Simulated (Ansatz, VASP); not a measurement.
# GaN in two plane-wave programs, part 3 of 3

Wanted: the spread between two codes on one cell, functional and k mesh. The cell is taken from a series of runs on this material, whose earlier steps may have relaxed, scaled, displaced or heated it; both programs get it as it stands.

VASP 6.6.1 and Ansatz 0.2.0.

So far: The structure; Ansatz: zone-centre phonons, LDA; VASP: zone-centre phonons, LDA.

## Step 3: VASP: zone-centre phonons, LDA (continued)

Level of this step: LDA; plane waves and PAW (N, Ga_d) (VASP).

Numbers of over 12 decimals in the logs are rounded to 6 here.

From OUTCAR (step 3):

```text
ion  position               nearest neighbor table
   1  0.333  0.667  0.375-   4 1.86   4 1.86   4 1.86   3 1.87
   2  0.667  0.333  0.875-   3 1.86   3 1.86   3 1.86   4 1.87
   3  0.333  0.667  1.000-   2 1.86   2 1.86   2 1.86   1 1.87
   4  0.667  0.333  0.500-   1 1.86   1 1.86   1 1.86   2 1.87

  LATTYP: Found a hexagonal cell.
 ALAT       =     3.0418091814
 C/A-ratio  =     1.6320828861

 Subroutine GETGRP returns: Found 12 space group operations
 (whereof  6 operations were pure point group operations)

The static configuration has the point symmetry C_3v.
 The point group associated with its full space group is C_6v.

 Found    135 irreducible k-points:

   k-points           NKPTS =    135   k-points in BZ     NKDIM =    135   number of bands    NBANDS=     24

   dimension x,y,z NGX =    24 NGY =   24 NGZ =   40
   dimension x,y,z NGXF=    48 NGYF=   48 NGZF=   80

   ENCUT  =  600.0 eV  44.10 Ry    6.64 a.u.   6.08  6.08  9.92*2*pi/ulx,y,z

   NELECT =      36.0000    total number of electrons

 k-points in reciprocal lattice and weights: Automatic mesh
   0.00000000  0.00000000  0.00000000       0.001
   0.06666667 -0.00000000  0.00000000       0.003
   0.13333333 -0.00000000  0.00000000       0.003
   0.20000000 -0.00000000  0.00000000       0.003
   0.26666667 -0.00000000  0.00000000       0.003
   0.33333333 -0.00000000  0.00000000       0.003
   0.40000000 -0.00000000  0.00000000       0.003
   0.46666667  0.00000000  0.00000000       0.003
   0.06666667  0.06666667  0.00000000       0.003
[...]
-1.520904591  2.634284025  0.000000000     0.000000000  0.379609788  0.000000000
     0.000000000  0.000000000  4.964484708     0.000000000  0.000000000  0.201430775

 POSITION                                       TOTAL-FORCE (eV/Angst)
 -----------------------------------------------------------------------------------
     -0.00000      1.75619      1.86374        -0.000000      0.000000     -0.001657
      1.52090      0.87809      4.34598         0.000000     -0.000000     -0.001657
     -0.00000      1.75619      4.96243        -0.000000      0.000000      0.001657
      1.52090      0.87809      2.48019         0.000000     -0.000000      0.001657
 -----------------------------------------------------------------------------------
    total drift:                               -0.000000     -0.000000     -0.000082

 MACROSCOPIC STATIC DIELECTRIC TENSOR (including local field effects in DFT)
 ------------------------------------------------------
           5.162840     0.000000     0.000000
           0.000000     5.162840     0.000000
          -0.000000     0.000000     5.325567
 ------------------------------------------------------

 PIEZOELECTRIC TENSOR (including local field effects)  for field in x, y, z        (C/m^2)
          XX          YY          ZZ          XY          YZ          ZX
  --------------------------------------------------------------------------------
  x     0.00000     0.00000     0.00000     0.00000     0.00000     0.55579
  y    -0.00000     0.00000     0.00000    -0.00000     0.55579     0.00000
  z     0.47784     0.47784    -0.97904     0.00000     0.00000     0.00000

 BORN EFFECTIVE CHARGES (including local field effects) (in |e|, cummulative output)
 ---------------------------------------------------------------------------------
 ion    1
    1    -2.53038     0.00000    -0.00000
    2    -0.00000    -2.53038     0.00000
    3     0.00000    -0.00000    -2.65833
 ion    2
    1    -2.53038     0.00000    -0.00000
    2    -0.00000    -2.53038    -0.00000
    3     0.00000     0.00000    -2.65833
 ion    3
    1     2.53038     0.00000     0.00000
    2    -0.00000     2.53038    -0.00000
    3     0.00000     0.00000     2.65833
 ion    4
    1     2.53038    -0.00000    -0.00000
    2     0.00000     2.53038     0.00000
    3     0.00000    -0.00000     2.65833

 Eigenvectors and eigenvalues of the dynamical matrix
 ----------------------------------------------------

   1 f  =   24.139839 THz   151.675083 2PiTHz  805.218361 cm-1    99.834308 meV
             X         Y         Z           dx          dy          dz
     -0.000000  1.756189  1.863738     0.000000   -0.000000   -0.702392
      1.520905  0.878095  4.345980    -0.000000    0.000000    0.702392
     -0.000000  1.756189  4.962429     0.000000   -0.000000    0.081521
      1.520905  0.878095  2.480186    -0.000000    0.000000   -0.081521

   2 f  =   20.223345 THz   127.067021 2PiTHz  674.578162 cm-1    83.636995 meV
             X         Y         Z           dx          dy          dz
     -0.000000  1.756189  1.863738     0.000001   -0.656098    0.000000
      1.520905  0.878095  4.345980    -0.000001    0.656098    0.000000
     -0.000000  1.756189  4.962429     0.000001   -0.263696   -0.000000
      1.520905  0.878095  2.480186    -0.000001    0.263696   -0.000000

   3 f  =   20.223345 THz   127.067021 2PiTHz  674.578162 cm-1    83.636995 meV
             X         Y         Z           dx          dy          dz
     -0.000000  1.756189  1.863738    -0.656098   -0.000001    0.000000
      1.520905  0.878095  4.345980     0.656098    0.000001    0.000000
     -0.000000  1.756189  4.962429    -0.263696   -0.000001   -0.000000
      1.520905  0.878095  2.480186     0.263696    0.000001   -0.000000

   4 f  =   19.705862 THz   123.815579 2PiTHz  657.316786 cm-1    81.496858 meV
             X         Y         Z           dx          dy          dz
     -0.000000  1.756189  1.863738     0.000001    0.645376   -0.000000
      1.520905  0.878095  4.345980     0.000001    0.645376   -0.000000
     -0.000000  1.756189  4.962429    -0.000000   -0.288946    0.000000
      1.520905  0.878095  2.480186    -0.000000   -0.288946    0.000000

   5 f  =   19.705862 THz   123.815579 2PiTHz  657.316786 cm-1    81.496858 meV
             X         Y         Z           dx          dy          dz
     -0.000000  1.756189  1.863738     0.645376   -0.000001   -0.000000
      1.520905  0.878095  4.345980     0.645376   -0.000001   -0.000000
     -0.000000  1.756189  4.962429    -0.288946    0.000000    0.000000
      1.520905  0.878095  2.480186    -0.288946    0.000000    0.000000

   6 f  =   19.159064 THz   120.379950 2PiTHz  639.077590 cm-1    79.235487 meV
             X         Y         Z           dx          dy          dz
     -0.000000  1.756189  1.863738    -0.000000   -0.000000   -0.645264
      1.520905  0.878095  4.345980     0.000000    0.000000   -0.645264
     -0.000000  1.756189  4.962429    -0.000000    0.000000    0.289195
      1.520905  0.878095  2.480186     0.000000    0.000000    0.289195

   7 f  =   11.247074 THz    70.667448 2PiTHz  375.161997 cm-1    46.514138 meV
             X         Y         Z           dx          dy          dz
     -0.000000  1.756189  1.863738     0.000000    0.000000   -0.081521
      1.520905  0.878095  4.345980    -0.000000   -0.000000    0.081521
     -0.000000  1.756189  4.962429    -0.000000   -0.000000   -0.702392
      1.520905  0.878095  2.480186     0.000000    0.000000    0.702392

   8 f  =    3.812309 THz    23.953441 2PiTHz  127.164926 cm-1    15.766434 meV
             X         Y         Z           dx          dy          dz
     -0.000000  1.756189  1.863738    -0.000020   -0.263696   -0.000000
      1.520905  0.878095  4.345980     0.000020    0.263696   -0.000000
     -0.000000  1.756189  4.962429     0.000049    0.656098   -0.000000
      1.520905  0.878095  2.480186    -0.000049   -0.656098   -0.000000

   9 f  =    3.812309 THz    23.953441 2PiTHz  127.164926 cm-1    15.766434 meV
             X         Y         Z           dx          dy          dz
     -0.000000  1.756189  1.863738    -0.263696    0.000020    0.000000
      1.520905  0.878095  4.345980     0.263696   -0.000020    0.000000
     -0.000000  1.756189  4.962429     0.656098   -0.000049    0.000000
      1.520905  0.878095  2.480186    -0.656098    0.000049    0.000000

  10 f/i=    0.001028 THz     0.006456 2PiTHz    0.034276 cm-1     0.004250 meV
             X         Y         Z           dx          dy          dz
     -0.000000  1.756189  1.863738    -0.000000    0.000000    0.289195
      1.520905  0.878095  4.345980    -0.000000    0.000000    0.289195
     -0.000000  1.756189  4.962429    -0.000000    0.000000    0.645264
      1.520905  0.878095  2.480186    -0.000000    0.000000    0.645264

  11 f/i=    0.006560 THz     0.041220 2PiTHz    0.218830 cm-1     0.027131 meV
             X         Y         Z           dx          dy          dz
     -0.000000  1.756189  1.863738    -0.137450    0.254160   -0.000000
      1.520905  0.878095  4.345980    -0.137450    0.254160   -0.000000
     -0.000000  1.756189  4.962429    -0.307001    0.567680   -0.000000
      1.520905  0.878095  2.480186    -0.307001    0.567680   -0.000000

  12 f/i=    0.006560 THz     0.041220 2PiTHz    0.218830 cm-1     0.027131 meV
             X         Y         Z           dx          dy          dz
     -0.000000  1.756189  1.863738     0.254160    0.137450   -0.000000
      1.520905  0.878095  4.345980     0.254160    0.137450   -0.000000
     -0.000000  1.756189  4.962429     0.567680    0.307001   -0.000000
      1.520905  0.878095  2.480186     0.567680    0.307001   -0.000000

 MACROSCOPIC STATIC DIELECTRIC TENSOR IONIC CONTRIBUTION
 ------------------------------------------------------
           3.146164    -0.000000     0.000000
          -0.000000     3.146164     0.000000
           0.000000     0.000000     3.670890
 ------------------------------------------------------

 ELASTIC MODULI CONTR FROM IONIC RELAXATION (kBar)
 Direction    XX          YY          ZZ          XY          YZ          ZX
 --------------------------------------------------------------------------------
 XX       -1509.1841    583.9690    883.5750      0.0000      0.0000      0.0000
 YY         583.9690  -1509.1841    883.5750     -0.0000     -0.0000     -0.0000
 ZZ         883.5750    883.5750  -1687.6176     -0.0000      0.0000      0.0000
 XY           0.0000     -0.0000     -0.0000  -1046.5766      0.0000      0.0000
 YZ           0.0000      0.0000      0.0000      0.0000   -410.7244      0.0000
 ZX           0.0000     -0.0000      0.0000      0.0000      0.0000   -437.2929
 --------------------------------------------------------------------------------

 PIEZOELECTRIC TENSOR IONIC CONTR  for field in x, y, z        (C/m^2)
          XX          YY          ZZ          XY          YZ          ZX
  --------------------------------------------------------------------------------
  x     0.00000    -0.00000     0.00000     0.00000     0.00000    -1.10370
  y     0.00000    -0.00000     0.00000     0.00000    -1.06964     0.00000
  z    -1.22621    -1.22621     2.34204     0.00000    -0.00000    -0.00000
```

## Step 4: Comparison

Known differences besides the potentials themselves: the two LDA forms differ slightly; fixed occupations in Ansatz, narrow Gaussian smearing in VASP; VASP's response is taken on the typed mesh, Ansatz refines its own for the field response alone; the cutoff is 420 eV in Ansatz and 600 eV in VASP; VASP's log shows a relativistic correction to its local exchange, Ansatz's none; VASP's log repeats an internal error in its field response. Total energies have different zeros and are not compared.

Both answers:

| quantity | Ansatz | VASP | difference |
| --- | --- | --- | --- |
| ε∞ xx | 5.22 | 5.16 | +1.11 % |
| ε∞ yy | 5.22 | 5.16 | +1.11 % |
| ε∞ zz | 5.38 | 5.33 | +1.11 % |
| Born charge of N1 (mean of the diagonal) (e) | -2.58 | -2.57 | -0.01 |
| Born charge of Ga3 (mean of the diagonal) (e) | 2.58 | 2.57 | +0.01 |
| optical mode 1 to 2 (cm⁻¹) | 129.5 | 127.2 | +1.83 % |
| optical mode 3 (cm⁻¹) | 371.9 | 375.2 | -0.88 % |
| optical mode 4 (cm⁻¹) | 634.0 | 639.1 | -0.80 % |
| optical mode 5 to 6 (cm⁻¹) | 652.4 | 657.3 | -0.75 % |
| optical mode 7 to 8 (cm⁻¹) | 669.5 | 674.6 | -0.75 % |
| optical mode 9 (cm⁻¹) | 800.7 | 805.2 | -0.56 % |

Modes are paired by rising frequency, not by their patterns, so a pair may set unlike modes beside each other; they are those without the splitting of longitudinal modes.

## Step 5: Results

```yaml
r_m_s_difference_of_the_optical_zone_centre_modes_each_program_s_sorted_by_frequency_zone_centre_phonons_lda: 4.3 cm⁻¹
difference_in_optical_mode_1_to_2_zone_centre_phonons_lda: +1.8 %
```

In words: The r.m.s. difference of the optical zone-centre modes, each program's sorted by frequency is 4.3 cm⁻¹ (zone-centre phonons, LDA). Among the rows given in per cent, the largest difference of the zone-centre phonons, LDA pair is in optical mode 1 to 2, +1.8 %. Such differences can come from data sets, numerical settings and the points named under the comparisons, not from the functional's error against experiment.

[Lines on the potential files, build, host, timing and source positions are cut from VASP's logs without a mark.]

[Logs are printed without paths, hosts, clocks, repeated set-up lines and the standing remarks that a program may print on its own settings, such as how far it seeks lower states.]

[Hosts, paths, dates, database ids (printed as entryN), source tags and the programs' standing remarks are cut or masked in the printed files.]
